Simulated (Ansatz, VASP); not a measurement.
**PtS2: VASP beside Ansatz**

Wanted: the spread between two codes on one cell, functional and k mesh. The cell is taken from a series of runs on this material, whose earlier steps may have relaxed, scaled, displaced or heated it; both programs get it as it stands.

Main program and level: Ansatz 0.2.0; plane waves, with VASP 6.6.1 beside it; single point at HSE06.

## 1. The starting structure

The cell holds 3 atoms: 1 Pt and 2 S. Its edges and angles: a = 3.538 Å, b = 3.538 Å, c = 28.100 Å, α = 90.0°, β = 90.0°, γ = 120.0°. Vacuum lies along c.

As a file:

```cif
data_structure
_symmetry_space_group_name_H-M 'P 1'
_symmetry_Int_Tables_number 1
_cell_length_a 3.5380
_cell_length_b 3.5380
_cell_length_c 28.1000
_cell_angle_alpha 90.000
_cell_angle_beta 90.000
_cell_angle_gamma 120.000
_cell_volume 304.61
loop_
_atom_site_label
_atom_site_type_symbol
_atom_site_fract_x
_atom_site_fract_y
_atom_site_fract_z
_atom_site_occupancy
Pt1 Pt 0.00000 0.00000 0.50000 1
S2 S 0.33333 0.66667 0.54323 1
S3 S 0.66667 0.33333 0.45677 1
```

## 2. Ansatz: single point, HSE06

Ansatz runs on its PAW soft_1 files.

With cell and atoms fixed, the geometry can't cause a difference; cores, projectors, grids and the points listed under the comparison can.

Input file input.yaml:

```yaml
crystal:
  lattice:
    - [3.5379929514, 0.0, 0.0]
    - [-1.7689964757, 3.0639917743, 0.0]
    - [0.0, 0.0, 28.1]
  atoms:
    - { symbol: Pt, position: [0.0, 0.0, 0.5] }
    - { symbol: S, position: [0.3333333333, 0.6666666667, 0.5432342629] }
    - { symbol: S, position: [0.6666666667, 0.3333333333, 0.4567657371] }
  periodic: [true, true, false]
kpoints:
  mp_grid: { grid: [6, 6, 1] }
  band_path:
    path:
      - [0.0, 0.0, 0.0]
      - [0.5, 0.0, 0.0]
      - [0.3333333333, 0.3333333333, 0.0]
      - [0.1666666667, 0.1666666667, 0.0]
      - [0.25, 0.0, 0.0]
      - [0.2, 0.0, 0.0]
    npoints: 1
hamiltonian:
  xc: hse06
  pseudopotentials: { kind: paw, azcp: { folder: soft_1 } }
scf:
  occupations: { method: fixed }
  n_extra_bands: 5
  convergence: { dr2_threshold: 1.0e-10 }
output:
  eigenvalues: true
  write_density: true
  write_potential: true
  elf: true
  volumetric_format: npy
```

The run is started by

```bash
ansatz run input.yaml --threads 8 --pin off --max-ram 17510MiB --backend cpu --events-out ev --progress --plain --runs-dir out
```

Numbers of over 12 decimals in the logs are rounded to 6 here.

The log of the run:

```text
scf.n_extra_bands = 5 over 15 filled bands (N_el = 30.0): the run solves 20 bands
Engine: ansatz 0.2.0, x86_64-unknown-linux-gnu
Pseudopotentials: kind: paw
Pseudopotential: Pt, paw, valence charge 18, recommended cutoff 420 eV (normal), soft_1/Pt.paw.azcp
Pseudopotential: S, paw, valence charge 6, recommended cutoff 420 eV (normal), soft_1/S.paw.azcp
Functional definition: HSE06
  parameter a = 0.25
  parameter omega = 0.11/bohr
  exchange = pbe_x - a*pbe_x_sr(omega) + a*exact_x_sr(omega)
  correlation = pbe_c
davidson cushion auto → on  (no smearing: the cushion is to keep the highest requested band from converging to the state above it; pin scf.eigensolver.cushion to override)
Crystal: 3 atoms, lattice volume = 304.615 Å³
Basis set: ecut = 420 eV, 5919 PW (Γ)
Bands: 20, of which v1, the nominal top of the filled ones, is band 15 counted from 1 (14 counted from 0)
Symmetry: 12 space group operations
Space group: P-3m1 (ITA 164), of the structure as read, at distance tolerance 6.7e-5 Å
k-points: 7 of 36
Non-local potential: Pt, projectors of the file, l = 0: 3, l = 1: 2, l = 2: 2, l = 3: 1
Non-local potential: S, projectors of the file, l = 0: 2, l = 1: 2, l = 2: 1
PAW form: soft (Blöchl's): semilocal exchange-correlation on the pseudo side does not see the compensation charge
PAW frozen core: Pt, regenerated for the run's functional, and the local potential with it (the file was generated under x = pbe(κ = 0.804, μ = 0.219515), c = pbe(β = 0.066725))
PAW frozen core: S, regenerated for the run's functional, and the local potential with it (the file was generated under x = pbe(κ = 0.804, μ = 0.219515), c = pbe(β = 0.066725))
PAW one-centre angular grid: Pt, 590 points (default); XC on 64 Gauss nodes
PAW one-centre angular grid: S, 110 points (default); XC on 64 Gauss nodes
Initial density: superposition of atomic densities (neutral atoms: chi_scale 0, normalization atom)
Initial wavefunctions: pseudopotential atomic-orbital guess
Functional: x = pbe(κ = 0.804, μ = 0.219515), c = pbe(β = 0.066725), warm-up for x = pbe(κ = 0.804, μ = 0.219515) + 0.25 (exact − pbe) at short range (hse, ω = 0.207870 Å⁻¹), c = pbe(β = 0.066725); HSE06 as pw.x's `hse` composes it (authors' and Libxc's form: `xc: wpbeh`)
iter 1 solved again at ethr=2.50e-2 eV; its pass at ethr=1.00e-1 eV (dr2=7.49e0 eV) is discarded
SCF iter   1: F=—  HF=-14331.327190 eV  |F-HF|=—  |Δ(HF+E_count)|=         —  Δρ=4.44e-2  dr2=7.42e0  ethr=2.50e-2  ⟨swp⟩=3.1  Hψ=826  notcnv=0
preconditioner: auto → none  [insulator: Δε(μ)=2.003 eV  Ē_g=9.945 eV  n_scr=16 (ndim 8)  ℏωp=10.0 eV  f_vac=0.776]
SCF iter   2: F=—  HF=-14332.440873 eV  |F-HF|=—  |Δ(HF+E_count)|=    1.11e0  Δρ=4.43e-2  dr2=1.21e1  ethr=2.47e-2  ⟨swp⟩=3.9  Hψ=416  notcnv=0  defer=2
iter 3 solved again at ethr=2.01e-3 eV; its pass at ethr=2.47e-2 eV (dr2=6.03e-1 eV) is discarded
SCF iter   3: F=—  HF=-14330.016363 eV  |F-HF|=—  |Δ(HF+E_count)|=    2.42e0  Δρ=1.28e-2  dr2=5.86e-1  ethr=2.01e-3  ⟨swp⟩=4.0  Hψ=671  notcnv=0  defer=4
SCF iter   4: F=—  HF=-14329.946081 eV  |F-HF|=—  |Δ(HF+E_count)|=   7.03e-2  Δρ=4.70e-3  dr2=1.02e-1  ethr=1.95e-3  ⟨swp⟩=3.6  Hψ=376  notcnv=0
SCF iter   5: F=—  HF=-14329.927288 eV  |F-HF|=—  |Δ(HF+E_count)|=   1.88e-2  Δρ=1.67e-3  dr2=1.53e-2  ethr=3.39e-4  ⟨swp⟩=3.7  Hψ=339  notcnv=0  defer=7
SCF iter   6: F=—  HF=-14329.924947 eV  |F-HF|=—  |Δ(HF+E_count)|=   2.34e-3  Δρ=3.06e-4  dr2=5.60e-4  ethr=5.11e-5  ⟨swp⟩=4.3  Hψ=410  notcnv=0
SCF iter   7: F=-14329.924836 eV  HF=-14329.924856 eV  |F-HF|=1.94e-5  |Δ(HF+E_count)|=   9.14e-5  Δρ=7.66e-5  dr2=2.41e-5  ethr=1.87e-6  ⟨swp⟩=4.6  Hψ=415  notcnv=0  defer=2
SCF 1 stopped early in 7 iterations: F = -14329.924836 eV  dr2 = 2.41e-5
  greatest PAW one-centre occupation: 1.000 electrons in one spin orbital (limit 2), on the Pt atom at site 0 (counted from 0), in its partial waves of l = 0
Initial density: handed on by an earlier stage of this run
Initial wavefunctions: those handed on with the density
Functional: x = pbe(κ = 0.804, μ = 0.219515) + 0.25 (exact − pbe) at short range (hse, ω = 0.207870 Å⁻¹), c = pbe(β = 0.066725); HSE06 as pw.x's `hse` composes it (authors' and Libxc's form: `xc: wpbeh`)
Exchange kernel: α = 0.2500, screened, ω = 0.2079 Å⁻¹, Wigner–Seitz truncation, v(0) = 1046.1531 eV·Å³, q-mesh 6×6×1, nearest image of the exchange supercell L = 21.23 Å, pair-density grid 18×18×125, without the augmentation charges, whose exchange is taken in its separable form by FFT convolution over the k-point mesh (sized by the pseudopotential files, 24×24×192 at the most), smooth part of the exact exchange by density-matrix convolution
Frozen-core exchange: fock
SCF iter   1: F=—  HF=-14333.131058 eV  |F-HF|=—  |Δ(HF+E_count)|=         —  Δρ=2.97e-3  dr2=1.51e-2  ethr=8.04e-7  ⟨swp⟩=14.1  Hψ=910  notcnv=1
preconditioner: auto → none  [insulator: Δε(μ)=2.883 eV  Ē_g=11.582 eV  n_scr=16 (ndim 8)  ℏωp=10.0 eV  f_vac=0.780]
[...]
SCF iter   7: F=—  HF=-14333.139229 eV  |F-HF|=—  |Δ(HF+E_count)|=   5.61e-4  Δρ=1.79e-4  dr2=1.12e-4  ethr=1.82e-8  ⟨swp⟩=6.7  Hψ=623  notcnv=0  defer=8
SCF iter   8: F=-14333.139203 eV  HF=-14333.139203 eV  |F-HF|=2.17e-7  |Δ(HF+E_count)|=   2.61e-5  Δρ=1.46e-5  dr2=5.26e-6  ethr=1.82e-8  ⟨swp⟩=4.7  Hψ=483  notcnv=0
SCF 2 stopped early in 8 iterations: F = -14333.139203 eV  dr2 = 5.26e-6
hybrid outer 1: dexx = +1.632e-2 eV, tail = 4.51e-5 eV
Exchange kernel: α = 0.2500, screened, ω = 0.2079 Å⁻¹, Wigner–Seitz truncation, v(0) = 1046.1531 eV·Å³, q-mesh 6×6×1, nearest image of the exchange supercell L = 21.23 Å, pair-density grid 18×18×125, without the augmentation charges, whose exchange is taken in its separable form by FFT convolution over the k-point mesh (sized by the pseudopotential files, 24×24×192 at the most), smooth part of the exact exchange by density-matrix convolution
Frozen-core exchange: fock
SCF iter   1: F=—  HF=-14333.139264 eV  |F-HF|=—  |Δ(HF+E_count)|=         —  Δρ=4.83e-5  dr2=3.81e-6  ethr=7.52e-7  ⟨swp⟩=4.1  Hψ=365  notcnv=0
preconditioner: auto → none  [insulator: Δε(μ)=2.954 eV  Ē_g=11.610 eV  n_scr=16 (ndim 8)  ℏωp=10.0 eV  f_vac=0.781]
iter 2 solved again at ethr=3.35e-10 eV; its pass at ethr=9.94e-9 eV (dr2=1.01e-7 eV) is discarded
SCF iter   2: F=—  HF=-14333.139264 eV  |F-HF|=—  |Δ(HF+E_count)|=   5.37e-7  Δρ=1.18e-5  dr2=2.56e-7  ethr=3.35e-10  ⟨swp⟩=4.3  Hψ=794  notcnv=0  defer=3
SCF iter   3: F=—  HF=-14333.139265 eV  |F-HF|=—  |Δ(HF+E_count)|=   9.55e-7  Δρ=5.45e-6  dr2=8.19e-8  ethr=3.30e-10  ⟨swp⟩=5.1  Hψ=490  notcnv=0  defer=10
SCF iter   4: F=—  HF=-14333.139265 eV  |F-HF|=—  |Δ(HF+E_count)|=   1.92e-8  Δρ=5.76e-7  dr2=7.51e-9  ethr=2.40e-10  ⟨swp⟩=3.0  Hψ=321  notcnv=0  defer=4
SCF iter   5: F=—  HF=-14333.139265 eV  |F-HF|=—  |Δ(HF+E_count)|=   3.40e-8  Δρ=1.33e-6  dr2=4.99e-9  ethr=3.90e-12  ⟨swp⟩=6.1  Hψ=587  notcnv=0  defer=13
SCF iter   6: F=—  HF=-14333.139265 eV  |F-HF|=—  |Δ(HF+E_count)|=   1.24e-9  Δρ=5.82e-8  dr2=2.09e-10  ethr=3.90e-12  ⟨swp⟩=4.0  Hψ=428  notcnv=0  defer=6
SCF iter   7: F=-14333.139265 eV  HF=-14333.139265 eV  |F-HF|=2.55e-11  |Δ(HF+E_count)|=   1.37e-9  Δρ=2.05e-7  dr2=7.19e-11  ethr=1.90e-12 (applied; sched 1.00e-12)  ⟨swp⟩=8.4  Hψ=492  notcnv=0
SCF 3 converged in 7 iterations: F = -14333.139265 eV  dr2 = 7.19e-11
hybrid outer 2: dexx = +1.664e-6 eV, tail = 3.21e-8 eV, Δε = 3.55e-3 eV (about 9.50e-5 eV left of the loop's levels)
NSCF: frozen V_eff on 6 k-points
WARN: The output density's exchange-correlation potential varies sharply where the density is thin. Do not read a vacuum level from v_tot or v_xc, or from such a field of the output density. On a cell that repeats whose density bears no net charge and no dipole along the vacuum's axis use v_es (v_loc + v_h of the components); under efield.dipole_correction with no amplitude use v_es + v_field, which holds any externa [...]
hybrid SCF converged: 2 outer / 15 inner (+7 warm-up), last move |dexx| = 1.66e-6 eV, tail = 3.21e-8 eV
Stability not checked: this state was not tested for a lower state beside it, because the functional holds exact exchange (a hybrid, or Hartree-Fock), whose exchange loop this test does not read (fock_operator; see scf.lower_state_search)
Free energy (F): -14333.139265 eV
Frozen-core exchange: fock
Harris-Foulkes:  -14333.139265 eV  (|F-HF|=2.55e-11)
Internal energy: -14333.139265 eV  (E = F + TS)
E sigma→0 (E₀):  -14333.139265 eV
Fermi energy:    -7.015288 eV
--- Per-component energies (eV) ---
  E_band       = -868.431308
  E_kinetic    = 805.340010
  E_local      = -47231.405487  (includes V_loc(G=0)·N_el)
  E_nonlocal   = 272.434323
  E_hartree    = 23057.726981
  E_xc         = -328.220902
  E_vxc        = -347.637516  (∫ρ·V_xc dr)
  E_exx        = -86.206706  (= α·E_x^exact, valence–valence)
  E_paw        = -10697.944618  (= ΣΔE_a)
  E_vpaw       = -310.204983  (= ΣTr[D̂ρ^β])
  E_aug_tail   = 0.001105  (compensation charges beyond the density's cutoff)
  E_ewald      = 19877.350865
  E_core_change = -2.214837  (= ΣΔE_core)
  E_smearing   = -0.000000  (= −TS)
  E_closure    = -0.000000  (closes the sum)
  Σ components = -14333.139265   (vs F -14333.139265, Δ=-7.28e-12)
--- Band table (eV; the first three rows and the last of 7) ---
  k-point 0: bands = [... 11 lower, -8.1199, -7.6342, -7.1797, -7.1797, -2.7388, -2.7388, -0.6489, -0.4046, ... 1 higher]
  k-point 1: bands = [... 11 lower, -9.0593, -7.2144, -7.2007, -7.1652, -4.0608, -3.0941, -0.0438, 0.0893, ... 1 higher]
  k-point 2: bands = [... 11 lower, -9.5776, -8.3900, -8.0548, -7.5362, -3.9198, -3.1168, -0.1604, 1.3501, ... 1 higher]
  k-point 6: bands = [... 11 lower, -10.3190, -9.4204, -8.0844, -8.0844, -3.8797, -3.8797, 1.3138, 3.1468, ... 1 higher]
  the weakly bound empty levels are not read free of the cell's end (exact_exchange)
```

## 3. VASP: single point, HSE06

The same cell, functional and mesh now go to VASP, with its own data sets.

Lines of VASP's logs that name or quote its potential files are left out, and so is its time.

The run reads the wave functions of an earlier VASP run, which isn't shown here.

Input file INCAR:

```
SYSTEM = PtS2
PREC = Accurate
ENCUT = 400
EDIFF = 1E-06
NELM = 100
ISMEAR = 0
SIGMA = 0.01
LREAL = .FALSE.
ALGO = Normal
LHFCALC = .TRUE.
AEXX = 0.25
GGA = PE
HFSCREEN = 0.208
LASPH = .TRUE.
NBANDS = 17
PRECFOCK = Fast
LORBIT = 11
LWAVE = .FALSE.
LCHARG = .FALSE.
KPAR = 4
NCORE = 2
ISIF = 2
LDIPOL = .TRUE.
IDIPOL = 3
DIPOL = 0.5 0.5 0.5
LVHAR = .TRUE.
```

Input file POSCAR:

```
PtS2
1.0
    3.5379929514      0.0000000000      0.0000000000
   -1.7689964757      3.0639917743      0.0000000000
    0.0000000000      0.0000000000     28.1000000000
Pt S
1 2
Direct
    0.0000000000      0.0000000000      0.5000000000
    0.3333333333      0.6666666667      0.5432342629
    0.6666666667      0.3333333333      0.4567657371
```

Input file KPOINTS:

```
Automatic mesh
0
Gamma
6 6 1
0 0 0
```

The projector-augmented-wave data sets are Pt and S (PBE family, release 64).

The run is started by

```bash
mpirun -np 8 vasp_std
```

The log of the run:

```text
[banner, memory and clock lines left out]
running    8 mpi-ranks, on    1 nodes
 distrk:  each k-point on    2 cores,    4 groups
 distr:  one band on    2 cores,    1 groups

 POSCAR found type information on POSCAR PtS
 POSCAR found :  2 types and       3 ions
 LDA part: xc-table for (Slater+PW92), standard interpolation
 found WAVECAR, reading the header
 POSCAR, INCAR and KPOINTS ok, starting setup
 FFT: planning ... GRIDC
 FFT: planning ... GRID_SOFT
 FFT: planning ... GRID
 reading WAVECAR
 the WAVECAR file was read successfully
 initial charge from wavefunction
 entering main loop
       N       E                     dE             d eps       ncg     rms          rms(c)
DAV:   1    -0.186896755995E+02   -0.18690E+02   -0.63409E-01   302   0.607E+00    0.168E+00
DAV:   2    -0.187005693315E+02   -0.10894E-01   -0.36831E-02   322   0.144E+00    0.113E+00
DAV:   3    -0.187005600741E+02    0.92574E-05   -0.24613E-03   282   0.318E-01    0.690E-01
DAV:   4    -0.187003155537E+02    0.24452E-03   -0.60335E-04   289   0.214E-01    0.403E-01
DAV:   5    -0.187002868540E+02    0.28700E-04   -0.11281E-04   324   0.672E-02    0.233E-01
DAV:   6    -0.187002748649E+02    0.11989E-04   -0.18830E-05   300   0.336E-02    0.135E-01
DAV:   7    -0.187002733677E+02    0.14972E-05   -0.62410E-06   316   0.158E-02    0.794E-02
DAV:   8    -0.187002733192E+02    0.48553E-07   -0.12171E-06   235   0.859E-03
   1 F= -.18700273E+02 E0= -.18700273E+02  d E =-.355013E-43
```

OUTCAR, selected parts (step 3):

```text
ion  position               nearest neighbor table
   1  0.000  0.000  0.500-   2 2.38   3 2.38   2 2.38   3 2.38   3 2.38   2 2.38
   2  0.333  0.667  0.543-   1 2.38   1 2.38   1 2.38
   3  0.667  0.333  0.457-   1 2.38   1 2.38   1 2.38

  LATTYP: Found a hexagonal cell.
 ALAT       =     3.5379929514
 C/A-ratio  =     7.9423561285

 Subroutine GETGRP returns: Found 12 space group operations
 (whereof 12 operations were pure point group operations)

The static configuration has the point symmetry D_3d.

 Found      7 irreducible k-points:

   k-points           NKPTS =      7   k-points in BZ     NKDIM =     36   number of bands    NBANDS=     17

   dimension x,y,z NGX =    24 NGY =   24 NGZ =  192
   dimension x,y,z NGXF=    48 NGYF=   48 NGZF=  384

   ENCUT  =  400.0 eV  29.40 Ry    5.42 a.u.   5.77  5.77 45.82*2*pi/ulx,y,z

   NELECT =      22.0000    total number of electrons

 k-points in reciprocal lattice and weights: Automatic mesh
   0.00000000  0.00000000  0.00000000       0.028
   0.16666667  0.00000000  0.00000000       0.167
   0.33333333  0.00000000  0.00000000       0.167
   0.50000000  0.00000000  0.00000000       0.083
   0.16666667  0.16666667  0.00000000       0.167
   0.33333333  0.16666667  0.00000000       0.333
   0.33333333  0.33333333  0.00000000       0.056

  exchange ACFDT corr.  =         0.00000000  see jH, gK, PRB 81, 115126

 dipolmoment           0.000000      0.000000      0.000000 electrons x Angstroem

 average (electrostatic) potential at core
       1 -73.5254       2 -91.8863       3 -91.8863

 E-fermi :  -4.7015

 k-point     1 :       0.0000    0.0000    0.0000
  band No.  band energies     occupation
    ...
      7      -8.4217      2.00000
      8      -5.9213      2.00000
      9      -5.3997      2.00000
     10      -4.9476      2.00000
     11      -4.9476      2.00000
     12      -0.5422      0.00000
     13      -0.5422      0.00000
     14       1.5770      0.00000
     15       1.8402      0.00000
     16       2.3106      0.00000
    ...

 k-point     2 :       0.1667    0.0000    0.0000
  band No.  band energies     occupation
    ...
      7      -8.6456      2.00000
      8      -6.8470      2.00000
      9      -4.9878      2.00000
     10      -4.9758      2.00000
     11      -4.9487      2.00000
     12      -1.8546      0.00000
     13      -0.8940      0.00000
     14       2.1848      0.00000
     15       2.3293      0.00000
     16       2.7745      0.00000
    ...

 k-point     3 :       0.3333    0.0000    0.0000
  band No.  band energies     occupation
    ...
      7      -8.5692      2.00000
      8      -7.3624      2.00000
      9      -6.1816      2.00000
     10      -5.8321      2.00000
     11      -5.3223      2.00000
     12      -1.7047      0.00000
     13      -0.9163      0.00000
     14       2.0682      0.00000
     15       3.5808      0.00000
     16       3.6184      0.00000
    ...

  Total       -0.3710716     -0.3710716     -0.0141322      0.0000000      0.0000000     -0.0000000
  in kB       -1.9517195     -1.9517195     -0.0743308      0.0000000      0.0000000     -0.0000000
  external PRESSURE =      -1.3259233 kB  Pullay stress =       0.0000000 kB

  energy-cutoff  :      400.00
  volume of cell :      304.61
      direct lattice vectors                 reciprocal lattice vectors
     3.537992951  0.000000000  0.000000000     0.282646126  0.163185817  0.000000000
    -1.768996476  3.063991774  0.000000000     0.000000000  0.326371633  0.000000000
     0.000000000  0.000000000 28.100000000     0.000000000  0.000000000  0.035587189

 POSITION                                       TOTAL-FORCE (eV/Angst)
 -----------------------------------------------------------------------------------
      0.00000      0.00000     14.05000        -0.000000      0.000000      0.000000
     -0.00000      2.04266     15.26488         0.000000     -0.000000      0.006877
      1.76900      1.02133     12.83512        -0.000000      0.000000     -0.006877
 -----------------------------------------------------------------------------------
    total drift:                                0.000000     -0.000000      0.000006

  FREE ENERGIE OF THE ION-ELECTRON SYSTEM (eV)
  ---------------------------------------------------
  free  energy   TOTEN  =       -18.7002733192 eV

  energy  without entropy=      -18.7002733192  energy(sigma->0) =      -18.70027332

 vacuum level on the upper side and lower side of the slab         2.201         2.201

 total charge
# of ion       s       p       d       tot
------------------------------------------
    1        0.748   0.829   7.994   9.571
    2        1.351   2.301   0.000   3.652
    3        1.351   2.301   0.000   3.652
--------------------------------------------------
tot          3.449   5.431   7.994  16.874

[... 3 further parts left out ...]
```

The k-mesh is coarse for exact exchange; levels may shift by about 0.1 eV on a finer one.

## 4. Differences

Known differences besides the potentials themselves: exact exchange at q = 0 is treated differently, which shows on coarse meshes; VASP keeps PBE cores, Ansatz makes them for the functional; fixed occupations in Ansatz, narrow Gaussian smearing in VASP; Ansatz cuts the interaction across the vacuum, VASP repeats the sheet with a dipole correction; the data sets hold 30 valence electrons in Ansatz (on its PAW soft_1 files) and 22 in VASP; the cutoff is 420 eV in Ansatz and 400 eV in VASP; VASP takes a coarser grid for exact exchange (PRECFOCK = Fast). Total energies have different zeros and are not compared.

Compared:

```
              quantity  Ansatz   VASP  difference
gap on the k mesh (eV)   2.955  2.943      +0.011
```

A gap on the mesh is an upper bound, since the band edges may lie between its points; neither run holds spin-orbit coupling, which can move the band edges of a compound of Pt. With vacuum in the cell, a pressure given here is an average over mostly empty space and none of the material.

## 5. Summary of results

| Quantity | Value |
| --- | --- |
| difference in gap on the k mesh (single point, HSE06) | 0.011 eV |

The difference in gap on the k mesh is 0.011 eV (single point, HSE06), within the 0.08 eV picked in this series as the mark of a large difference. The data sets hold unlike numbers of valence electrons (30 in Ansatz and 22 in VASP), so part of the differences comes from the potentials. Such differences can come from data sets, numerical settings and the points named under the comparisons, not from the functional's error against experiment.

[Lines on the potential files, build, host, timing and source positions are cut from VASP's logs without a mark.]

[Logs are printed without paths, hosts, clocks, repeated set-up lines and the standing remarks that a program may print on its own settings, such as how far it seeks lower states.]

[Hosts, paths, dates, database ids (printed as entryN), source tags and the programs' standing remarks are cut or masked in the printed files.]
